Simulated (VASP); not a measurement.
Output of a VASP run:

**OSZICAR**
```
       N       E                     dE             d eps       ncg     rms          rms(c)
DAV:   1     0.168881838626E+03    0.16888E+03   -0.20439E+04   874   0.154E+03
DAV:   2    -0.100027468675E+03   -0.26891E+03   -0.26436E+03  1070   0.339E+02
DAV:   3    -0.116109853956E+03   -0.16082E+02   -0.16050E+02   965   0.847E+01
DAV:   4    -0.116376768537E+03   -0.26691E+00   -0.26649E+00  1164   0.105E+01
DAV:   5    -0.116379832540E+03   -0.30640E-02   -0.30621E-02   987   0.114E+00    0.307E+01
DAV:   6    -0.101565497173E+03    0.14814E+02   -0.23138E+01  1019   0.315E+01    0.168E+01
DAV:   7    -0.979133628918E+02    0.36521E+01   -0.31355E+00  1042   0.112E+01    0.970E+00
DAV:   8    -0.100107874954E+03   -0.21945E+01   -0.10720E+00   902   0.869E+00    0.551E+00
DAV:   9    -0.972235659315E+02    0.28843E+01   -0.14794E+00   930   0.906E+00    0.338E+00
DAV:  10    -0.986081296588E+02   -0.13846E+01   -0.91318E-01   895   0.693E+00    0.113E+00
DAV:  11    -0.986177177722E+02   -0.95881E-02   -0.11678E-02  1140   0.762E-01    0.591E-01
DAV:  12    -0.986156088980E+02    0.21089E-02   -0.15453E-03   951   0.296E-01    0.510E-01
DAV:  13    -0.986403728723E+02   -0.24764E-01   -0.46752E-03   916   0.631E-01    0.184E-01
DAV:  14    -0.986514012082E+02   -0.11028E-01   -0.49873E-03   902   0.708E-01    0.194E-01
DAV:  15    -0.986513885689E+02    0.12639E-04   -0.77438E-05  1133   0.631E-02    0.173E-01
DAV:  16    -0.986514082444E+02   -0.19675E-04   -0.71498E-06   937   0.249E-02    0.150E-01
DAV:  17    -0.986519068670E+02   -0.49862E-03   -0.24281E-04   916   0.122E-01    0.865E-02
DAV:  18    -0.986518721658E+02    0.34701E-04   -0.23553E-05  1126   0.407E-02    0.854E-02
DAV:  19    -0.986519515643E+02   -0.79398E-04   -0.85914E-06   930   0.268E-02    0.883E-02
DAV:  20    -0.986520351901E+02   -0.83626E-04   -0.26764E-05   909   0.483E-02    0.930E-02
DAV:  21    -0.986520472265E+02   -0.12036E-04   -0.56601E-06  1000   0.234E-02    0.946E-02
DAV:  22    -0.986520454436E+02    0.17830E-05   -0.21128E-06   710   0.121E-02    0.774E-02
DAV:  23    -0.986520442452E+02    0.11984E-05   -0.18892E-06   672   0.928E-03    0.594E-02
DAV:  24    -0.986520446322E+02   -0.38700E-06   -0.25139E-07   514   0.435E-03
   1 F= -.98652045E+02 E0= -.98652045E+02  d E =-.986520E+02
```

**OUTCAR**
```
------------------------ aborting loop because EDIFF is reached ----------------------------------------
  FORCE on cell =-STRESS in cart. coord.  units (eV):
  Direction    XX          YY          ZZ          XY          YZ          ZX
  --------------------------------------------------------------------------------------
  Total        0.0388470      0.0388470     -0.0052106     -0.0000000      0.0000000      0.0000000
  in kB        0.6813222      0.6813222     -0.0913871     -0.0000000      0.0000000      0.0000000
  external PRESSURE =       0.4237524 kB  Pullay stress =       0.0000000 kB
  volume of cell :       91.35
      direct lattice vectors                 reciprocal lattice vectors
     3.146966323  1.816901512  2.662813131     0.158883175  0.091731244  0.125180907
    -3.146966323  1.816901512  2.662813131    -0.158883175  0.091731244  0.125180907
     0.000000000 -3.633804025  2.662813133     0.000000000 -0.183462488  0.125180873
 POSITION                                       TOTAL-FORCE (eV/Angst)
 -----------------------------------------------------------------------------------
      0.00000     -0.00000      0.06686         0.000000     -0.000000      0.008220
      0.00000     -0.00000      4.01111         0.000000      0.000000     -0.003684
      1.39082      0.80299      4.86546         0.002455      0.001417     -0.001512
     -1.39082      0.80299      4.86546        -0.002455      0.001417     -0.001512
      0.00000     -1.60598      4.86546         0.000000     -0.002835     -0.001512
 -----------------------------------------------------------------------------------
    total drift:                               -0.000000      0.000015     -0.002523
  FREE ENERGIE OF THE ION-ELECTRON SYSTEM (eV)
  ---------------------------------------------------
  free  energy   TOTEN  =       -98.6520446322 eV

  energy  without entropy=      -98.6520446322  energy(sigma->0) =      -98.65204463

 reached required accuracy - stopping structural energy minimisation
```
(Selected blocks of OUTCAR.)

**POSCAR**
```
TlIO3
1
    3.1469663230     1.8169015121     2.6628131313
   -3.1469663230     1.8169015121     2.6628131313
   -0.0000000000    -3.6338040251     2.6628131328
Tl I O
1 1 3
Direct
  0.0083690237   0.0083690237   0.0083690237
  0.5021140965   0.5021140965   0.5021140965
  0.9036999321   0.4617434738   0.4617434738
  0.4617434738   0.9036999321   0.4617434738
  0.4617434738   0.4617434738   0.9036999321
```

Problem. Reconstruct the remaining input files.

Solution. Several could match; the one computed here: the input of the run itself, r2SCAN meta-GGA, plane waves, VASP's PBE PAW potentials (set 64).

**INCAR**
```
# general
SYSTEM =TlIO3
PREC   =Accurate
ENCUT  =520   # plane-wave cut-off (eV)
LREAL  =F   # projection in real space or not
LASPH  =T   # aspherical one-centre terms

# electronic loop
EDIFF  =1E-6
NELM   =100
ALGO   =Normal   # blocked Davidson
LMAXMIX=4   # l cut-off of mixed one-centre charges
LMIXTAU=T

# smearing
ISMEAR =0   # Gaussian
SIGMA  =0.05   # width (eV)

# functional
METAGGA=R2SCAN

# ions
IBRION =2
NSW    =60   # most ionic steps
ISIF   =3
EDIFFG =-0.02   # ionic stop

# output
LWAVE  =F
LCHARG =F
```

File KPOINTS:
```
Automatic mesh
0
Gamma
5 5 5
0 0 0
```

POTCAR, in this order: Tl_d I O (PBE.64 set). Program: vasp_std.

The structure comes from a computed database's TlIO3 entry (R3m); how it stands against other phases isn't given here. It was relaxed first. The start is the result of an earlier pass.
